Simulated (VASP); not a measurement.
An input for Ansatz (written as the equivalent of a VASP run, and not itself run):

Ansatz 0.2 input:
```yaml
crystal:
  lattice:
    - [6.4491510, -1.9093737, 0.0064058]
    - [6.4491510, 1.9093737, 0.0064058]
    - [-0.0543781, 0.0000000, 3.9768054]
  atoms:
    - { symbol: Nb, position: [0.8537502, 0.8537502, 0.9331687] }
    - { symbol: Nb, position: [0.1462498, 0.1462498, 0.0668313] }
    - { symbol: O, position: [0.8510588, 0.8510588, 0.4877272] }
    - { symbol: O, position: [0.1489412, 0.1489412, 0.5122728] }
    - { symbol: O, position: [0.0000000, 0.0000000, 1.0000000] }
    - { symbol: O, position: [0.6846689, 0.6846689, 0.0053441] }
    - { symbol: O, position: [0.3153311, 0.3153311, 0.9946559] }
kpoints:
  mp_grid: { grid: [6, 6, 5] }
hamiltonian:
  xc: r2scan
  pseudopotentials: { kind: paw }
scf:
  occupations: { method: gaussian, width: 0.05 }
  max_iter: 100
relax:
  max_steps: 60
  f_tol: 0.02
  cell: {}
output: { forces: true, stress: true, eigenvalues: true }
```

Translate this input to VASP (INCAR, KPOINTS, POSCAR, choice of POTCAR).

One answer among several that fit: 
### POSCAR
```
Nb2O5
1
    6.4491510442    -1.9093737347     0.0064057773
    6.4491510442     1.9093737347     0.0064057773
   -0.0543781252     0.0000000000     3.9768054333
Nb O
2 5
Direct
  0.8537502191   0.8537502191   0.9331687413
  0.1462497809   0.1462497809   0.0668312587
  0.8510587844   0.8510587844   0.4877272496
  0.1489412156   0.1489412156   0.5122727504
  0.0000000000   0.0000000000   1.0000000000
  0.6846689327   0.6846689327   0.0053440564
  0.3153310673   0.3153310673   0.9946559436
```

KPOINTS:
```
Automatic mesh
0
Gamma
6 6 5
0 0 0
```

### INCAR
```
SYSTEM = Nb2O5
PREC = Accurate
ENCUT = 520
EDIFF = 1E-6
NELM = 100
ALGO = Normal
LREAL = .FALSE.
LASPH = .TRUE.
ISMEAR = 0
SIGMA = 0.05
METAGGA = R2SCAN
LMIXTAU = .TRUE.
LMAXMIX = 4
LWAVE = .FALSE.
LCHARG = .FALSE.
IBRION = 2
ISIF = 3
NSW = 60
EDIFFG = -0.02
```

POTCAR, in this order: Nb_sv O (PBE.64 set). Program: vasp_std.

Limits of the translation: each code has its own PAW files, so the cut-off isn't converted (ENCUT is set for VASP's; basis.ecutwfc is left out, and Ansatz then takes the one that its files recommend); Ansatz stops its SCF on the density residual and VASP on the energy change (EDIFF).

The structure comes from a computed database's Nb2O5 entry (C2/m); how it stands against other phases isn't given here. This run relaxes it. Symmetry was kept, so distortions that lower it aren't found. The start is the result of an earlier pass.
